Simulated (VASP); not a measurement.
AgRh:

```
Ag Rh
1.0
     2.77759    0.00000    0.00000
    -1.38879    2.40546    0.00000
     0.00000    0.00000    4.80860
Ag Rh
1 1
Direct
  0.00000 0.00000 0.50000
  0.66667 0.33333 0.00000
```

The cell comes from a database or a generator and needn't be the stable form of this composition.

| Property | Result |
| --- | --- |
| Program | VASP 6.6.1 |
| Task | relaxation of cell and atoms |
| Functional | PBEsol |
| Potentials or basis | VASP PAW PBE potentials, release 64 (Ag, Rh_pv) |
| Cutoff | 600 eV |
| k mesh | 10 × 10 × 6 |
| Occupations | fermi-dirac, width 0.05 eV |
| Spin | no spin polarisation |

At the start: pressure -10.5 GPa; volume 16.06 Å³/atom.

Q: How do energy, volume and symmetry change on relaxing?

A: Over 9 steps the energy falls by 36.8 meV/atom and the volume is 15.02 Å³/atom (-6.5 %); space group P-6m2 (No. 187, to 0.05 Å).

Step by step:
| step | energy change (eV) | largest force (eV/Å) | pressure (GPa) | volume (Å³) |
| --- | --- | --- | --- | --- |
| 1 | 0.0000 | 0.0000 | -10.47 | 32.13 |
| 2 | 0.0862 | 0.0000 | 21.68 | 27.49 |
| 3 | -0.0725 | 0.0000 | -0.27 | 30.11 |
| 4 | -0.0725 | 0.0000 | -0.03 | 30.07 |
| 5 | -0.0725 | 0.0000 | 0.23 | 30.03 |
| 6 | -0.0736 | 0.0000 | 0.26 | 30.00 |
| 7 | -0.0737 | 0.0000 | 0.27 | 30.00 |
| 8 | -0.0736 | 0.0000 | -0.37 | 30.10 |
| 9 | -0.0737 | 0.0000 | 0.00 | 30.04 |

Final structure:
```xyz
2
Lattice="2.7251 0.0000 0.0000 -1.3625 2.3600 0.0000 0.0000 0.0000 4.6709" Properties=species:S:1:pos:R:3 pbc="T T T"
Ag    0.0000    0.0000    2.3354
Rh    1.3625    0.7867    0.0000
```

Caveat: the PAW data sets were made with another functional, which shifts forces and pressure a little.
